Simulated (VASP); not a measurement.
Input:

```yaml
crystal:
  lattice:
    - [2.40120, -4.15900, 0.00000]
    - [2.40120, 4.15900, 0.00000]
    - [0.00000, 0.00000, 7.84936]
  atoms:
    - { symbol: Ag, position: [0.66667, 0.33333, 0.50015] }
    - { symbol: Ag, position: [0.33333, 0.66667, 0.00015] }
    - { symbol: I, position: [0.66667, 0.33333, 0.87485] }
    - { symbol: I, position: [0.33333, 0.66667, 0.37485] }
```

Level of theory: RPBE GGA, VASP's PBE PAW potentials (set 64) (plane waves; VASP). Settings: 520 eV cut-off, Gaussian smearing of 0.050 eV, potentials Ag I.

Unless said otherwise, spin-orbit coupling is left out, though it shifts the bands of the heavy elements here.

**Question.** Give the energies of bands 7 to 20 at the high-symmetry points, in eV from the valence-band maximum.

**Answer.** 
```json
[
 {"band": "7", "Γ": "-3.33", "M": "-3.11", "K": "-3.05", "A": "-3.40", "L": "-3.15", "H": "-3.09"},
 {"band": "8", "Γ": "-3.27", "M": "-3.07", "K": "-3.05", "A": "-3.40", "L": "-3.15", "H": "-3.09"},
 {"band": "9", "Γ": "-2.57", "M": "-2.54", "K": "-2.58", "A": "-2.53", "L": "-2.50", "H": "-2.57"},
 {"band": "10", "Γ": "-2.57", "M": "-2.52", "K": "-2.58", "A": "-2.53", "L": "-2.50", "H": "-2.57"},
 {"band": "11", "Γ": "-2.51", "M": "-2.49", "K": "-2.57", "A": "-2.53", "L": "-2.44", "H": "-2.40"},
 {"band": "12", "Γ": "-2.51", "M": "-2.48", "K": "-2.56", "A": "-2.53", "L": "-2.44", "H": "-2.40"},
 {"band": "13", "Γ": "-2.44", "M": "-2.29", "K": "-2.19", "A": "-1.37", "L": "-2.30", "H": "-2.30"},
 {"band": "14", "Γ": "-0.54", "M": "-2.13", "K": "-2.19", "A": "-1.37", "L": "-2.30", "H": "-2.30"},
 {"band": "15", "Γ": "-0.54", "M": "-1.71", "K": "-1.98", "A": "-0.28", "L": "-0.95", "H": "-1.47"},
 {"band": "16", "Γ": "-0.04", "M": "-1.36", "K": "-1.16", "A": "-0.28", "L": "-0.95", "H": "-1.47"},
 {"band": "17", "Γ": "0.00", "M": "-0.76", "K": "-1.16", "A": "-0.28", "L": "-0.95", "H": "-0.86"},
 {"band": "18", "Γ": "0.00", "M": "-0.54", "K": "-0.98", "A": "-0.28", "L": "-0.95", "H": "-0.86"},
 {"band": "19", "Γ": "1.56", "M": "3.39", "K": "4.29", "A": "2.74", "L": "3.46", "H": "3.96"},
 {"band": "20", "Γ": "2.85", "M": "3.81", "K": "4.29", "A": "2.74", "L": "3.46", "H": "3.96"}
]
```

The gap is direct, 1.56 eV, from the valence maximum at Γ to the conduction minimum at Γ.

The compound is AgI in the wurtzite structure. It was relaxed first, which changed the volume by +14 %.
